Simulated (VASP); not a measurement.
Output of a VASP run:

### OSZICAR
```
...
RMM:   2    -0.190093151724E+00   -0.66236E-02   -0.11588E-02  6309   0.820E-01    0.740E-02
RMM:   3    -0.189976514724E+00    0.11664E-03   -0.49160E-04  6677   0.202E-01    0.395E-02
RMM:   4    -0.189838285163E+00    0.13823E-03   -0.10393E-04  6916   0.677E-02    0.851E-03
RMM:   5    -0.189797209080E+00    0.41076E-04   -0.56218E-06  6842   0.193E-02    0.285E-03
RMM:   6    -0.189789960249E+00    0.72488E-05   -0.50994E-07  7074   0.588E-03    0.747E-04
RMM:   7    -0.189792271427E+00   -0.23112E-05   -0.11887E-07  6623   0.199E-03    0.386E-04
RMM:   8    -0.189792868255E+00   -0.59683E-06   -0.79122E-08  6994   0.108E-03    0.850E-05
RMM:   9    -0.189792206994E+00    0.66126E-06   -0.68602E-08  7067   0.429E-04    0.482E-05
RMM:  10    -0.189792133320E+00    0.73674E-07   -0.20445E-08  7265   0.264E-04    0.598E-06
RMM:  11    -0.189792162757E+00   -0.29437E-07   -0.16699E-08  7092   0.168E-04    0.446E-06
RMM:  12    -0.189792158487E+00    0.42703E-08   -0.77995E-09  7362   0.131E-04    0.193E-06
 Linear response progress:
  Degree of freedom:   5/  6
       N       E                     dE             d eps       ncg     rms          rms(c)
RMM:   1    -0.183498109801E+00   -0.18350E+00    0.66697E+00  4069   0.619E+01
RMM:   2    -0.190150053420E+00   -0.66519E-02   -0.11697E-02  6317   0.826E-01    0.732E-02
RMM:   3    -0.190029035330E+00    0.12102E-03   -0.49178E-04  6649   0.202E-01    0.389E-02
RMM:   4    -0.189887218975E+00    0.14182E-03   -0.10295E-04  6927   0.682E-02    0.834E-03
RMM:   5    -0.189843718122E+00    0.43501E-04   -0.60057E-06  6844   0.201E-02    0.246E-03
RMM:   6    -0.189839555001E+00    0.41631E-05   -0.69920E-07  7087   0.591E-03    0.704E-04
RMM:   7    -0.189842421344E+00   -0.28663E-05   -0.12718E-07  6854   0.205E-03    0.169E-04
RMM:   8    -0.189841491341E+00    0.93000E-06   -0.87341E-08  7098   0.923E-04    0.834E-05
RMM:   9    -0.189841293053E+00    0.19829E-06   -0.15745E-07  7202   0.411E-04    0.245E-05
RMM:  10    -0.189841285499E+00    0.75541E-08   -0.91525E-08  7441   0.235E-04    0.883E-06
 Linear response progress:
  Degree of freedom:   6/  6
       N       E                     dE             d eps       ncg     rms          rms(c)
RMM:   1    -0.183503499772E+00   -0.18350E+00    0.66695E+00  4079   0.619E+01
RMM:   2    -0.190144894414E+00   -0.66414E-02   -0.11471E-02  6306   0.818E-01    0.732E-02
RMM:   3    -0.190024602292E+00    0.12029E-03   -0.49096E-04  6686   0.202E-01    0.389E-02
RMM:   4    -0.189883040009E+00    0.14156E-03   -0.10425E-04  6922   0.681E-02    0.828E-03
RMM:   5    -0.189840074059E+00    0.42966E-04   -0.59663E-06  6870   0.199E-02    0.252E-03
RMM:   6    -0.189835319104E+00    0.47550E-05   -0.21577E-07  7127   0.585E-03    0.696E-04
RMM:   7    -0.189837791086E+00   -0.24720E-05    0.10489E-07  6818   0.194E-03    0.269E-04
RMM:   8    -0.189837885268E+00   -0.94182E-07    0.34161E-07  7064   0.970E-04    0.860E-05
RMM:   9    -0.189837297329E+00    0.58794E-06   -0.20478E-07  7202   0.423E-04    0.420E-05
RMM:  10    -0.189837261803E+00    0.35525E-07   -0.81714E-09  7252   0.260E-04    0.570E-06
RMM:  11    -0.189837275404E+00   -0.13601E-07   -0.12277E-07  7449   0.166E-04    0.429E-06
RMM:  12    -0.189837273288E+00    0.21159E-08   -0.97473E-08  6795   0.131E-04    0.145E-06
 Linear response finished
```

**OUTCAR**
```
------------------------ aborting loop because EDIFF is reached ----------------------------------------

 HEAD OF MICROSCOPIC STATIC DIELECTRIC TENSOR (INDEPENDENT PARTICLE, excluding Hartree and local field effects)
 ------------------------------------------------------
         486.004841     7.839669    67.175090
           3.349070   784.915734    -8.368912
          75.170598     7.700159   726.154974
 ------------------------------------------------------

 MACROSCOPIC STATIC DIELECTRIC TENSOR (including local field effects in DFT)
 ------------------------------------------------------
         478.357768     7.811412    66.924697
           3.324954   775.792506    -8.372818
          74.620843     7.678638   716.879201
 ------------------------------------------------------

 PIEZOELECTRIC TENSOR (including local field effects)  for field in x, y, z        (e  Angst)
          XX          YY          ZZ          XY          YZ          ZX
  --------------------------------------------------------------------------------
  x    -2.77535    -4.21317    -4.35329     0.04192    -0.10105     0.54670
  y     0.05274     0.10010     0.02929    -6.48994     0.35944    -0.09116
  z     1.01447     0.24674     1.79850    -0.10660    -0.25380    -6.67054

 PIEZOELECTRIC TENSOR (including local field effects)  for field in x, y, z        (C/m^2)
          XX          YY          ZZ          XY          YZ          ZX
  --------------------------------------------------------------------------------
  x    -1.46386    -2.22224    -2.29615     0.02211    -0.05330     0.28836
  y     0.02782     0.05280     0.01545    -3.42313     0.18959    -0.04808
  z     0.53508     0.13014     0.94862    -0.05623    -0.13387    -3.51839

 BORN EFFECTIVE CHARGES (including local field effects) (in |e|, cummulative output)
 ---------------------------------------------------------------------------------
 ion    1
    1    -7.39822    -0.00971    -0.13090
    2    -0.01029    -7.40914     0.00921
    3    -0.11880     0.00444    -7.38425
 ion    2
    1     7.39822     0.00971     0.13090
    2     0.01029     7.40914    -0.00921
    3     0.11880    -0.00444     7.38425

   1 f  =    3.481490 THz    21.874847 2PiTHz  116.130009 cm-1    14.398280 meV
             X         Y         Z           dx          dy          dz
      3.082509  0.000683  0.010699     0.220779   -0.050255   -0.464791
      1.597722  1.559394  1.549378    -0.356758    0.083377    0.773610

   2 f  =    3.471250 THz    21.810507 2PiTHz  115.788436 cm-1    14.355930 meV
             X         Y         Z           dx          dy          dz
      3.082509  0.000683  0.010699    -0.009731   -0.510302    0.050708
      1.597722  1.559394  1.549378     0.015815    0.854112   -0.084667

   3 f  =    3.317242 THz    20.842845 2PiTHz  110.651276 cm-1    13.719004 meV
             X         Y         Z           dx          dy          dz
      3.082509  0.000683  0.010699     0.480529    0.012785    0.217106
      1.597722  1.559394  1.549378    -0.769889   -0.021072   -0.358638

   4 f/i=    0.021833 THz     0.137180 2PiTHz    0.728265 cm-1     0.090293 meV
             X         Y         Z           dx          dy          dz
      3.082509  0.000683  0.010699    -0.080161    0.077888    0.849617
      1.597722  1.559394  1.549378    -0.048471    0.046734    0.511004

   5 f/i=    0.032060 THz     0.201436 2PiTHz    1.069392 cm-1     0.132588 meV
             X         Y         Z           dx          dy          dz
      3.082509  0.000683  0.010699     0.337894    0.786465   -0.040189
      1.597722  1.559394  1.549378     0.210504    0.469937   -0.023059

   6 f/i=    0.032134 THz     0.201904 2PiTHz    1.071874 cm-1     0.132895 meV
             X         Y         Z           dx          dy          dz
      3.082509  0.000683  0.010699     0.774374   -0.335125    0.103916
      1.597722  1.559394  1.549378     0.482788   -0.200180    0.063883
...
```
(Selected blocks of OUTCAR.)

### POSCAR
```
GePt
1
    3.1201540000     0.0000000000     0.0000000000
    0.0000000000     3.1201540000     0.0000000000
    0.0000000000     0.0000000000     3.1201540000
Pt Ge
1 1
Direct
 -0.0120650000   0.0002190000   0.0034290000
  0.5120650000   0.4997810000   0.4965710000
```

Reconstruct the remaining input files.

This is not unique; one that fits is the input of the run itself, PBE GGA, plane waves, VASP's PBE PAW potentials (set 64).

**KPOINTS**
```
Automatic mesh
0
Gamma
6 6 6
0 0 0
```

**INCAR**
```
# general
SYSTEM  =GePt
PREC    =Accurate
ENCUT   =300
LREAL   =.False.
LASPH   =.True.

# electronic loop
EDIFF   =1E-8
NELM    =100
ALGO    =Normal
LMAXMIX =6

# smearing
ISMEAR  =-1
SIGMA   =0.136

# functional
GGA     =PE

# ions
IBRION  =8
NSW     =1
ISIF    =2

# output
LWAVE   =.False.
LCHARG  =.False.

# other
LEPSILON=.True.
```

POTCAR, in this order: Pt Ge_d (PBE.64 set). Program: vasp_std.

The dielectric response may not be converged in the k-mesh; for small gaps it tends to come out too large.

The structure was generated: GePt was put into an ordered model structure, which need not be its known phase. The cell was not relaxed at this level, atoms are displaced from their ideal sites. The k-mesh is coarse (spacing up to 0.34 per Å, 2π included), so the numbers may not be converged in it. The run is one of a series of settings (EDIFF = 1E-8, IBRION = 8, LEPSILON = .TRUE., NSW = 1 against the base run), some of them coarse on purpose.
